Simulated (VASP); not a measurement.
These are PBEsol GGA, VASP's PBE PAW potentials (set 64) (plane waves; VASP) values and carry that method's errors.

Input for VASP

INCAR:
```
SYSTEM=TaAl3
PREC=Accurate; ENCUT=300; LREAL=F
LASPH=T
EDIFF=1E-6; NELM=100; ALGO=Normal
LMAXMIX=6
ISMEAR=0; SIGMA=0.1
GGA=PS
ISIF=2
LWAVE=F; LCHARG=F
```

KPOINTS:
```
kpoints
0
G
11 11 11
0 0 0
```

POSCAR:
```
TaAl3
1
   -1.9171000000     1.9171000000     4.2512950000
    1.9171000000    -1.9171000000     4.2512950000
    1.9171000000     1.9171000000    -4.2512950000
Ta Al
1 3
Direct
  0.0000000000   0.0000000000   0.0000000000
  0.5000000000   0.5000000000   0.0000000000
  0.7500000000   0.2500000000   0.5000000000
  0.2500000000   0.7500000000   0.5000000000
```

POTCAR, in this order: Ta_pv Al (PBE.64 set). Program: vasp_std.

The run wrote:

### OSZICAR
```
       N       E                     dE             d eps       ncg     rms          rms(c)
DAV:   1     0.355506529936E+02    0.35551E+02   -0.74617E+03  4128   0.815E+02
DAV:   2    -0.251864090431E+02   -0.60737E+02   -0.59715E+02  4356   0.185E+02
DAV:   3    -0.268203654556E+02   -0.16340E+01   -0.15583E+01  4554   0.263E+01
DAV:   4    -0.268371804688E+02   -0.16815E-01   -0.16800E-01  4182   0.296E+00
DAV:   5    -0.268374117246E+02   -0.23126E-03   -0.23123E-03  4626   0.357E-01    0.155E+01
DAV:   6    -0.262048403231E+02    0.63257E+00   -0.28665E+00  4164   0.110E+01    0.702E+00
DAV:   7    -0.261074499898E+02    0.97390E-01   -0.17482E-01  3972   0.238E+00    0.316E+00
DAV:   8    -0.260825773949E+02    0.24873E-01   -0.32619E-02  4548   0.146E+00    0.323E-01
DAV:   9    -0.260820447766E+02    0.53262E-03   -0.18557E-03  4578   0.247E-01    0.139E-01
DAV:  10    -0.260819812539E+02    0.63523E-04   -0.45170E-04  4182   0.153E-01    0.344E-02
DAV:  11    -0.260819749785E+02    0.62754E-05   -0.32934E-05  4236   0.503E-02    0.118E-02
DAV:  12    -0.260819740816E+02    0.89686E-06   -0.23410E-06  3504   0.854E-03
   1 F= -.26081974E+02 E0= -.26080375E+02  d E =-.319758E-02
```

### OUTCAR
```
------------------------ aborting loop because EDIFF is reached ----------------------------------------
  FORCE on cell =-STRESS in cart. coord.  units (eV):
  Direction    XX          YY          ZZ          XY          YZ          ZX
  --------------------------------------------------------------------------------------
  Total       -0.2116729     -0.2116729     -0.1170563      0.0000000     -0.0000000     -0.0000000
  in kB       -5.4263147     -5.4263147     -3.0007823      0.0000000     -0.0000000     -0.0000000
  external PRESSURE =      -4.6178039 kB  Pullay stress =       0.0000000 kB
  volume of cell :       62.50
      direct lattice vectors                 reciprocal lattice vectors
    -1.917100000  1.917100000  4.251295000     0.000000000  0.260810599  0.117611222
     1.917100000 -1.917100000  4.251295000     0.260810599  0.000000000  0.117611222
     1.917100000  1.917100000 -4.251295000     0.260810599  0.260810599  0.000000000
 POSITION                                       TOTAL-FORCE (eV/Angst)
 -----------------------------------------------------------------------------------
      0.00000      0.00000      0.00000         0.000000      0.000000     -0.000000
      0.00000      0.00000      4.25129         0.000000      0.000000     -0.000000
     -0.00000      1.91710      2.12565        -0.000000      0.000000     -0.000000
      1.91710     -0.00000      2.12565        -0.000000     -0.000000      0.000000
 -----------------------------------------------------------------------------------
    total drift:                               -0.000000     -0.000000     -0.000000
  FREE ENERGIE OF THE ION-ELECTRON SYSTEM (eV)
  ---------------------------------------------------
  free  energy   TOTEN  =       -26.0819740816 eV

  energy  without entropy=      -26.0787765004  energy(sigma->0) =      -26.08037529
```
(Selected blocks of OUTCAR.)

At this cut-off the stress carries a Pulay error, which pulls relaxed volumes low.

The structure comes from a computed database's TaAl3 entry; how it stands against other phases isn't given here. The cell was not relaxed at this level.
